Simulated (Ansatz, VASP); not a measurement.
# CSO: VASP beside Ansatz

One calculation is typed for both programs; each brings its own data sets. How far apart do they land? Of the first pair: The structure shown is the start of the Ansatz relaxation below; VASP solves that cell, so the two are compared at the walk's first step.

Main program and level: Ansatz 0.2.0; plane waves, with VASP 6.6.1 beside it; single point at PBEsol and zone-centre phonons at PBEsol.

## (1) Starting point

The structure is trigonal, space group R3m (No. 160). The conventional cell has a = 6.466 Å, b = 6.466 Å, c = 5.956 Å, α = 90.00°, β = 90.00°, γ = 120.00°. Nearest to C lie 1 O at 1.16 Å and 1 S at 1.55 Å. Nearest to S lie 1 C at 1.55 Å. Nearest to O lie 1 C at 1.16 Å. Farther neighbours and most contacts between anions are not listed.

Coordinates:

```cif
data_structure
_symmetry_space_group_name_H-M 'P 1'
_symmetry_Int_Tables_number 1
_cell_length_a 4.2284
_cell_length_b 4.2284
_cell_length_c 4.2284
_cell_angle_alpha 99.749
_cell_angle_beta 99.749
_cell_angle_gamma 99.749
_cell_volume 71.89
loop_
_atom_site_label
_atom_site_type_symbol
_atom_site_fract_x
_atom_site_fract_y
_atom_site_fract_z
_atom_site_occupancy
C1 C 0.79880 0.79880 0.79880 1
S2 S 0.53780 0.53780 0.53780 1
O3 O 0.99360 0.99360 0.99360 1
```

## (2) Ansatz: relaxation, PBEsol

Ansatz runs on its PAW soft_1 files.

The two programs are compared at the cell with which this relaxation starts, whose forces are those of its first step.

Input file input.yaml:

```yaml
crystal:
  lattice:
    - [3.2331698425, 1.8666713154, 1.9852830909]
    - [-3.2331698425, 1.8666713154, 1.9852830909]
    - [0.0, -3.7333431213, 1.9852826296]
  atoms:
    - { symbol: C, position: [0.7987995667, 0.7987995667, 0.7987995667] }
    - { symbol: S, position: [0.5378044314, 0.5378044314, 0.5378044314] }
    - { symbol: O, position: [0.9935960019, 0.9935960019, 0.9935960019] }
kpoints:
  mp_grid: { grid: [6, 6, 6] }
hamiltonian:
  xc: pbesol
  pseudopotentials: { kind: paw, azcp: { folder: soft_1 }, xc_functional: pbe }
scf:
  occupations: { method: fixed }
output:
  forces: true
  stress: true
  eigenvalues: true
relax:
  adjacent_minimum: "off"
  f_tol: 0.001
  max_steps: 60
  cell: { stress_tol: 0.01, fix: [volume] }
```

Launch:

```bash
> ansatz run input.yaml --threads 4 --pin off --max-ram 10240MiB --backend cpu --events-out ev --progress --plain --runs-dir out
```

Numbers of over 12 decimals in the logs are rounded to 6 here.

The log of the run:

```text
Engine: ansatz 0.2.0, aarch64-unknown-linux-gnu
Pseudopotentials: kind: paw
Pseudopotential: C, paw, valence charge 4, recommended cutoff 420 eV (normal), soft_1/C.paw.azcp
Pseudopotential: S, paw, valence charge 6, recommended cutoff 420 eV (normal), soft_1/S.paw.azcp
Pseudopotential: O, paw, valence charge 6, recommended cutoff 420 eV (normal), soft_1/O.paw.azcp
Functional definition: PBEsol
  exchange = pbesol_x
  correlation = pbesol_c
Crystal: 3 atoms, lattice volume = 71.890 Å³
Basis set: ecut = 420 eV, 1375 PW (Γ), exchange–correlation on 60×60×60 points (8 copies of the dense FFT grid, shifted against one another)
Bands: 12, of which v1, the nominal top of the filled ones, is band 8 counted from 1 (7 counted from 0)
Symmetry: 6 space group operations
Space group: R3m (ITA 160), of the structure as read, at distance tolerance 4.2e-5 Å
k-points: 32 of 216 (time reversal used)
Non-local potential: C, projectors of the file, l = 0: 2, l = 1: 2, l = 2: 1
Non-local potential: S, projectors of the file, l = 0: 2, l = 1: 2, l = 2: 1
Non-local potential: O, projectors of the file, l = 0: 2, l = 1: 2, l = 2: 1
PAW form: soft (Blöchl's): semilocal exchange-correlation on the pseudo side does not see the compensation charge
PAW frozen core: C, regenerated for the run's functional, and the local potential with it (the file was generated under x = pbe(κ = 0.804, μ = 0.219515), c = pbe(β = 0.066725))
PAW frozen core: S, regenerated for the run's functional, and the local potential with it (the file was generated under x = pbe(κ = 0.804, μ = 0.219515), c = pbe(β = 0.066725))
PAW frozen core: O, regenerated for the run's functional, and the local potential with it (the file was generated under x = pbe(κ = 0.804, μ = 0.219515), c = pbe(β = 0.066725))
PAW one-centre angular grid: C, 110 points (default); XC on 64 Gauss nodes
PAW one-centre angular grid: S, 110 points (default); XC on 64 Gauss nodes
PAW one-centre angular grid: O, 110 points (default); XC on 64 Gauss nodes
Initial density: superposition of atomic densities (chi_scale 0.1, normalization cell, long waves kept (reshape's long-wave potential 0.09 eV rms))
Initial wavefunctions: pseudopotential atomic-orbital guess
Functional: x = pbesol(κ = 0.804, μ = 0.123457), c = pbesol(β = 0.046)
SCF iter   1: F=—  HF=-1692.074670 eV  |F-HF|=—  |Δ(HF+E_count)|=         —  Δρ=5.96e-2  dr2=2.46e0  ethr=3.10e-3  ⟨swp⟩=5.1  Hψ=2357  notcnv=0  defer=57
preconditioner: auto → none  [insulator: Δε(μ)=5.224 eV  Ē_g=11.704 eV  n_scr=12 (ndim 8)  ℏωp=16.4 eV  f_vac=0.072  ε∞_Penn≈3.0]
SCF iter   2: F=—  HF=-1691.464519 eV  |F-HF|=—  |Δ(HF+E_count)|=   6.10e-1  Δρ=3.74e-2  dr2=8.32e-1  ethr=3.10e-3  ⟨swp⟩=3.0  Hψ=1073  notcnv=0  defer=64
SCF iter   3: F=—  HF=-1691.350976 eV  |F-HF|=—  |Δ(HF+E_count)|=   1.14e-1  Δρ=2.36e-2  dr2=2.93e-1  ethr=3.10e-3  ⟨swp⟩=2.4  Hψ=979  notcnv=0  defer=64
SCF iter   4: F=—  HF=-1691.300271 eV  |F-HF|=—  |Δ(HF+E_count)|=   5.07e-2  Δρ=8.31e-3  dr2=2.91e-2  ethr=1.83e-3  ⟨swp⟩=2.2  Hψ=606  notcnv=0  defer=57
SCF iter   5: F=—  HF=-1691.296777 eV  |F-HF|=—  |Δ(HF+E_count)|=   3.49e-3  Δρ=3.21e-3  dr2=7.11e-3  ethr=1.82e-4  ⟨swp⟩=3.0  Hψ=731  notcnv=0  defer=64
SCF iter   6: F=—  HF=-1691.295652 eV  |F-HF|=—  |Δ(HF+E_count)|=   1.13e-3  Δρ=6.54e-4  dr2=2.06e-4  ethr=4.45e-5  ⟨swp⟩=2.1  Hψ=461  notcnv=0  defer=64
SCF iter   7: F=—  HF=-1691.295670 eV  |F-HF|=—  |Δ(HF+E_count)|=   1.86e-5  Δρ=1.37e-4  dr2=7.47e-6  ethr=1.29e-6  ⟨swp⟩=2.3  Hψ=653  notcnv=0  defer=64
SCF iter   8: F=—  HF=-1691.295670 eV  |F-HF|=—  |Δ(HF+E_count)|=   5.43e-7  Δρ=1.54e-5  dr2=1.02e-7  ethr=4.67e-8  ⟨swp⟩=2.2  Hψ=637  notcnv=0  defer=2
SCF iter   9: F=-1691.295670 eV  HF=-1691.295670 eV  |F-HF|=1.10e-8  |Δ(HF+E_count)|=   6.30e-8  Δρ=5.32e-6  dr2=1.79e-8  ethr=6.25e-10  ⟨swp⟩=8.0  Hψ=2551  notcnv=0
SCF 1 converged in 9 iterations: F = -1691.295670 eV  dr2 = 1.79e-8
  greatest PAW one-centre occupation: 0.883 electrons in one spin orbital (limit 2), on the O atom at site 2 (counted from 0), in its partial waves of l = 0
relax step   1: F+E_penalty+E_count = -1691.29566975 eV  Δ(F+E_penalty+E_count) = +0.000e0 eV  max|allowed force component| = 6.182e-1 eV/Å  Δτ_max = 0.0000 Å  P = +1.034 GPa  Ω = 71.890 Å³  fix = [volume]  reactions: volume +1.034 GPa  (9 SCF iters, dr2 threshold 1.00e-7 eV, accepted)
[...]
relax step   7: F+E_penalty+E_count = -1691.29908851 eV  Δ(F+E_penalty+E_count) = +6.719e-5 eV  max|allowed force component| = 5.542e-4 eV/Å  Δτ_max = 0.0000 Å  P = +0.017 GPa  Ω = 71.890 Å³  fix = [volume]  reactions: volume +0.017 GPa  stress off target by 2.29e-2 GPa on what of the cell is left free  SCF on the basis re-selected at this cell (its energy is not comparable with the rows above)  (8 SCF iters)
[...]
relax step   8: F+E_penalty+E_count = -1691.29905265 eV  Δ(F+E_penalty+E_count) = +3.586e-5 eV  max|allowed force component| = 7.144e-4 eV/Å  Δτ_max = 0.0032 Å  P = +0.021 GPa  Ω = 71.890 Å³  energy of the carried Pulay correction = -5.349e-5 eV  fix = [volume]  reactions: volume +0.021 GPa  (7 SCF iters, dr2 threshold 1.31e-9 eV, accepted)
[...]
relax step   9: F+E_penalty+E_count = -1691.29916437 eV  Δ(F+E_penalty+E_count) = -1.117e-4 eV  max|allowed force component| = 5.843e-4 eV/Å  Δτ_max = 0.0000 Å  P = +0.022 GPa  Ω = 71.890 Å³  fix = [volume]  reactions: volume +0.022 GPa  stress off target by 5.65e-3 GPa on what of the cell is left free  SCF on the basis re-selected at this cell (its energy is not comparable with the rows above)  (9 SCF iters)
basis re-selected at this cell: Δ(F+E_penalty+E_count) = -1.117e-4 eV, ΔP = +0.001 GPa vs the last step (what re-selecting the basis moved, of the pressure what is left beyond the Pulay correction that the steps carried, after the strain that the cell walked since its last selection, with what the two solves' SCF thresholds leave and, on support functions, any second-order correction that the steps lacked; it is no m [...]
SCF converged after 9 iterations
Free energy (F): -1691.299164 eV
Harris-Foulkes:  -1691.299164 eV  (|F-HF|=9.09e-13)
Internal energy: -1691.299164 eV  (E = F + TS)
E sigma→0 (E₀):  -1691.299164 eV
Fermi energy:    -1.395980 eV
--- Per-component energies (eV) ---
  E_band       = -131.853641
  E_kinetic    = 354.345620
  E_local      = -1009.778843  (includes V_loc(G=0)·N_el)
  E_nonlocal   = 112.947315
  E_hartree    = 347.897162
  E_xc         = -200.413338
  E_vxc        = -224.120174  (∫ρ·V_xc dr)
  E_paw        = -845.494842  (= ΣΔE_a)
  E_vpaw       = -61.042666  (= ΣTr[D̂ρ^β])
  E_aug_tail   = 0.000782  (compensation charges beyond the density's cutoff)
  E_ewald      = -450.921358
  E_core_change = 0.118338  (= ΣΔE_core)
  E_smearing   = -0.000000  (= −TS)
  E_closure    = 0.000000  (closes the sum)
  Σ components = -1691.299164   (vs F -1691.299164, Δ=0.00e0)
--- Forces (eV/Å), atoms counted from 1 ---
  atom   1  C      0.00000000     0.00000000    -0.00058432
  atom   2  S     -0.00000000    -0.00000000     0.00028724
  atom   3  O     -0.00000000    -0.00000000     0.00029707
  max |Σ_I F_I| component: 3.03e-9 eV/Å
--- Stress (GPa, compression-positive) ---
        0.025267      -0.000000      -0.000000
       -0.000000       0.025267       0.000000
        0.000000       0.000000       0.016792
  P = ⅓ Tr σ = 0.0224 GPa (0.224 kbar)
--- Band table (eV; the first three rows and the last of 32) ---
  k-point 0: bands = [... 4 lower, -5.6626, -5.4366, -1.5476, -1.5476, 3.4831, 3.4831, 4.2048, 7.1758]
  k-point 1: bands = [... 4 lower, -5.6663, -5.5358, -1.6442, -1.5104, 3.5191, 3.5953, 4.6948, 7.1556]
  k-point 2: bands = [... 4 lower, -5.6846, -5.6734, -1.8216, -1.4346, 3.5910, 3.9253, 5.7622, 7.1255]
  k-point 31: bands = [... 4 lower, -6.0300, -5.9741, -1.9712, -1.9712, 4.3287, 4.3287, 6.1052, 8.2206]
--- Relaxed structure (7 steps of the walk, 7 accepted, 2 SCFs on fresh bases) ---
  F+E_penalty+E_count = -1691.29916437 eV   max|allowed force component| = 5.843e-4 eV/Å   (the final SCF, on the basis selected at the relaxed cell)
  cell:  # Å, volume = 71.8903 Å³
    - [3.228482, 1.863965, 1.991053]
    - [-3.228482, 1.863965, 1.991053]
    - [3.0730932851458476e-19, -3.727930, 1.991052]
  atoms:
    - { symbol: C, position: [0.798845, 0.798845, 0.798845] }
    - { symbol: S, position: [0.537298, 0.537298, 0.537298] }
    - { symbol: O, position: [0.994058, 0.994058, 0.994058] }
```

## (3) VASP: single point, PBEsol, start cell, pair 1

The same cell, functional and mesh now go to VASP, with its own data sets.

Lines of VASP's logs that name or quote its potential files are left out, and so is its time.

Input file INCAR:

```
SYSTEM = CSO
PREC = Accurate
ENCUT = 520
EDIFF = 1E-06
NELM = 120
ISMEAR = 0
SIGMA = 0.01
LREAL = .FALSE.
ALGO = Normal
GGA = PS
NBANDS = 14
LORBIT = 11
LWAVE = .FALSE.
LCHARG = .FALSE.
ISIF = 2
LASPH = .TRUE.
GGA_COMPAT = .FALSE.
EFERMI = MIDGAP
KPAR = 2
```

Input file POSCAR:

```
CSO
1.0
    3.2331700000      1.8666710000      1.9852830000
   -3.2331700000      1.8666710000      1.9852830000
    0.0000000000     -3.7333430000      1.9852830000
C S O
1 1 1
Direct
    0.7987995372      0.7987995372      0.7987993232
    0.5378044819      0.5378044819      0.5378043379
    0.9935961319      0.9935961319      0.9935958657
```

Input file KPOINTS:

```
Automatic mesh
0
Gamma
6 6 6
0 0 0
```

The projector-augmented-wave data sets are C, S and O (PBE family, release 64).

Launch:

```bash
> mpirun -np 2 vasp_std
```

The log of the run:

```text
[banner, memory and clock lines left out]
running    2 mpi-ranks, on    1 nodes
 distrk:  each k-point on    1 cores,    2 groups
 distr:  one band on    1 cores,    1 groups

 POSCAR found type information on POSCAR C S O
 POSCAR found :  3 types and       3 ions
|                                                                             |
|               ----> ADVICE to this user running VASP <----                  |
|                                                                             |
|     You enforced a specific xc type in the INCAR file but a different       |
|     [... a line on the potential file left out ...]
|     I HOPE YOU KNOW WHAT YOU ARE DOING!                                     |
|                                                                             |

 LDA part: xc-table for (Slater+PW92), standard interpolation
 POSCAR, INCAR and KPOINTS ok, starting setup
 FFT: planning ... GRIDC
 FFT: planning ... GRID_SOFT
 FFT: planning ... GRID
 WAVECAR not read
 entering main loop
       N       E                     dE             d eps       ncg     rms          rms(c)
DAV:   1     0.706775231950E+02    0.70678E+02   -0.66236E+03   896   0.943E+02
DAV:   2    -0.159180834891E+02   -0.86596E+02   -0.80397E+02  1282   0.202E+02
DAV:   3    -0.217378515488E+02   -0.58198E+01   -0.57822E+01  1088   0.523E+01
DAV:   4    -0.218014130355E+02   -0.63561E-01   -0.63528E-01  1094   0.643E+00
DAV:   5    -0.218026240952E+02   -0.12111E-02   -0.12110E-02  1124   0.840E-01    0.163E+01
DAV:   6    -0.207509418606E+02    0.10517E+01   -0.24270E+00   932   0.166E+01    0.830E+00
DAV:   7    -0.206049117032E+02    0.14603E+00   -0.32275E-01  1064   0.679E+00    0.537E+00
DAV:   8    -0.205865110941E+02    0.18401E-01   -0.19378E-01  1058   0.291E+00    0.869E-01
DAV:   9    -0.205816865395E+02    0.48246E-02   -0.11390E-02  1136   0.110E+00    0.452E-01
DAV:  10    -0.205817215770E+02   -0.35038E-04   -0.46226E-03  1082   0.456E-01    0.151E-01
DAV:  11    -0.205816816517E+02    0.39925E-04   -0.18909E-04  1034   0.126E-01    0.304E-02
DAV:  12    -0.205817277820E+02   -0.46130E-04   -0.34137E-05  1082   0.477E-02    0.943E-03
DAV:  13    -0.205817355035E+02   -0.77215E-05   -0.66328E-06  1112   0.183E-02    0.417E-03
DAV:  14    -0.205817358206E+02   -0.31712E-06   -0.24657E-07   856   0.485E-03
   1 F= -.20581736E+02 E0= -.20581736E+02  d E =0.000000E+00
```

OUTCAR, selected parts (step 3):

```text
ion  position               nearest neighbor table
   1  0.799  0.799  0.799-   3 1.16   2 1.55
   2  0.538  0.538  0.538-   1 1.55
   3  0.994  0.994  0.994-   1 1.16

  LATTYP: Found a trigonal (rhomboedric) cell.
 ALAT       =     4.2283801326
 COS(alpha) =    -0.1693350295

 Subroutine GETGRP returns: Found  6 space group operations
 (whereof  6 operations were pure point group operations)

The static configuration has the point symmetry C_3v.

 Found     32 irreducible k-points:

   k-points           NKPTS =     32   k-points in BZ     NKDIM =     32   number of bands    NBANDS=     14

   dimension x,y,z NGX =    32 NGY =   32 NGZ =   32
   dimension x,y,z NGXF=    64 NGYF=   64 NGZF=   64

   ENCUT  =  520.0 eV  38.22 Ry    6.18 a.u.   7.86  7.86  7.86*2*pi/ulx,y,z

   NELECT =      16.0000    total number of electrons

 k-points in reciprocal lattice and weights: Automatic mesh
   0.00000000  0.00000000  0.00000000       0.005
   0.16666667  0.00000000  0.00000000       0.028
   0.33333333 -0.00000000 -0.00000000       0.028
   0.50000000  0.00000000 -0.00000000       0.014
   0.16666667  0.16666667  0.00000000       0.028
   0.33333333  0.16666667 -0.00000000       0.056
   0.50000000  0.16666667  0.00000000       0.056
  -0.33333333  0.16666667  0.00000000       0.056
  -0.16666667  0.16666667  0.00000000       0.028
[...]
-0.33333333  0.50000000  0.33333333       0.028
   0.50000000  0.50000000  0.50000000       0.005

 average (electrostatic) potential at core
       1 -57.8437       2 -92.1758       3 -77.6855

 E-fermi :   0.1025

 k-point     1 :       0.0000    0.0000    0.0000
  band No.  band energies     occupation
    ...
      4      -6.6751      2.00000
      5      -6.6751      2.00000
      6      -6.3826      2.00000
      7      -2.5016      2.00000
      8      -2.5016      2.00000
      9       2.5966      0.00000
     10       2.5966      0.00000
     11       3.2891      0.00000
     12       6.3637      0.00000
     13       9.4331      0.00000
    ...

 k-point     2 :       0.1667    0.0000    0.0000
  band No.  band energies     occupation
    ...
      4      -6.7719      2.00000
      5      -6.6787      2.00000
      6      -6.4931      2.00000
      7      -2.5982      2.00000
      8      -2.4654      2.00000
      9       2.6347      0.00000
     10       2.7050      0.00000
     11       3.7836      0.00000
     12       6.3421      0.00000
     13       8.8772      0.00000
    ...

 k-point     3 :       0.3333   -0.0000   -0.0000
  band No.  band energies     occupation
    ...
      4      -7.0466      2.00000
      5      -6.6857      2.00000
      6      -6.6687      2.00000
      7      -2.7756      2.00000
      8      -2.3914      2.00000
      9       2.7115      0.00000
     10       3.0370      0.00000
     11       4.8535      0.00000
     12       6.3102      0.00000
     13       8.1468      0.00000
    ...

  Total       -0.0331930     -0.0331930      1.8777735     -0.0000000     -0.0000003      0.0000000
  in kB       -0.7397536     -0.7397534     41.8488679     -0.0000000     -0.0000070      0.0000000
  external PRESSURE =      13.4564536 kB  Pullay stress =       0.0000000 kB

  energy-cutoff  :      520.00
  volume of cell :       71.89
      direct lattice vectors                 reciprocal lattice vectors
     3.233170000  1.866671000  1.985283000     0.154646987  0.089285491  0.167902190
    -3.233170000  1.866671000  1.985283000    -0.154646987  0.089285491  0.167902190
     0.000000000 -3.733343000  1.985283000     0.000000000 -0.178570982  0.167902145

 POSITION                                       TOTAL-FORCE (eV/Angst)
 -----------------------------------------------------------------------------------
      0.00000      0.00000      4.75753         0.000000      0.000000     -1.258811
      0.00000     -0.00000      3.20308         0.000000      0.000000     -0.173734
      0.00000      0.00000      5.91771         0.000000     -0.000000      1.432545
 -----------------------------------------------------------------------------------
    total drift:                               -0.000000     -0.002289      0.001079

  FREE ENERGIE OF THE ION-ELECTRON SYSTEM (eV)
  ---------------------------------------------------
  free  energy   TOTEN  =       -20.5817358206 eV

  energy  without entropy=      -20.5817358206  energy(sigma->0) =      -20.58173582

 total charge
# of ion       s       p       d       tot
------------------------------------------
    1        0.927   1.708   0.000   2.635
    2        1.355   2.401   0.000   3.755
    3        1.604   3.544   0.000   5.148
--------------------------------------------------
tot          3.885   7.653   0.000  11.538

[... 3 further parts left out ...]
```

The run ends at a pressure of 1.35 GPa, with forces up to 1.4 eV/Å.

## (4) Comparison

Known differences besides the potentials themselves: fixed occupations in Ansatz, narrow Gaussian smearing in VASP; the cutoff is 420 eV in Ansatz and 520 eV in VASP; Ansatz makes its cores anew for this functional, VASP keeps those of its PBE data sets. Total energies have different zeros and are not compared.

Forces (eV/Å; atoms numbered as in POSCAR):

```
atom        Ansatz x, y, z          VASP x, y, z
  C1  0.000, 0.000, -0.207  0.000, 0.000, -1.259
  S2  0.000, 0.000, -0.412  0.000, 0.000, -0.174
  O3   0.000, 0.000, 0.618   0.000, 0.000, 1.433
```

The forces differ by 451 meV/Å r.m.s., which is 70.6 % of the r.m.s. force of 0.638 eV/Å (both taken over all components).

## (5) What the set-up changes

Further runs change the set-up of one program: Ansatz's method, potentials or start, or VASP's data sets, cutoff or form of LDA. The table gives that difference for each run.

```
                         run  r.m.s. force difference (meV/Å)
                    as above                              451
VASP with a cutoff of 600 eV (perhaps on Ansatz's relaxed cell)                              422
```

## (6) Ansatz: relaxation, PBEsol

The two programs are compared at the cell with which this relaxation starts, whose forces are those of its first step. The cell compared in this pair holds 74.08 Å³, against 71.89 Å³ for the pair before.

The structure compared here is the start of the Ansatz relaxation; VASP solves that cell, so the two are compared at the walk's first step.

input.yaml: that of step 2 with these lines changed.

```diff
@@ -2,5 +2,5 @@
   lattice:
-    - [3.2331698425, 1.8666713154, 1.9852830909]
-    - [-3.2331698425, 1.8666713154, 1.9852830909]
-    - [0.0, -3.7333431213, 1.9852826296]
+    - [3.2656661892, 1.8854330883, 2.0052370218]
+    - [-3.2656661892, 1.8854330883, 2.0052370218]
+    - [0.0, -3.770866672, 2.0052365559]
   atoms:
```

Launch:

```bash
> ansatz run input.yaml --threads 4 --pin off --max-ram 10240MiB --backend cpu --events-out ev --progress --plain --runs-dir out
```

The log of the run:

```text
[...]
Crystal: 3 atoms, lattice volume = 74.080 Å³
Basis set: ecut = 420 eV, 1435 PW (Γ), exchange–correlation on 60×60×60 points (8 copies of the dense FFT grid, shifted against one another)
Bands: 12, of which v1, the nominal top of the filled ones, is band 8 counted from 1 (7 counted from 0)
Symmetry: 6 space group operations
[...]
k-points: 32 of 216 (time reversal used)
[...]
--- Relaxed structure (8 steps of the walk, 8 accepted, 2 SCFs on fresh bases) ---
[...]
cell:  # Å, volume = 74.0798 Å³
    - [3.269971, 1.887918, 1.999961]
    - [-3.269971, 1.887918, 1.999961]
    - [-1.5928119620209035e-19, -3.775837, 1.999961]
  atoms:
    - { symbol: C, position: [0.798751, 0.798751, 0.798751] }
    - { symbol: S, position: [0.538356, 0.538356, 0.538356] }
    - { symbol: O, position: [0.993093, 0.993093, 0.993093] }
[key lines of the parts left out:]
SCF converged after 8 iterations
Free energy (F): -1691.299089 eV
Fermi energy:    -1.586008 eV
P = ⅓ Tr σ = -0.0237 GPa (-0.237 kbar)
```

[end of part 1 of 2]

[Lines on the potential files, build, host, timing and source positions are cut from VASP's logs without a mark.]

[Logs are printed without paths, hosts, clocks, repeated set-up lines and the standing remarks that a program may print on its own settings, such as how far it seeks lower states.]

[Hosts, paths, dates, database ids (printed as entryN), source tags and the programs' standing remarks are cut or masked in the printed files.]

[Rows of further runs with another cutoff or data set may stand on the cell that Ansatz relaxed, not on the start cell of the pair above them.]
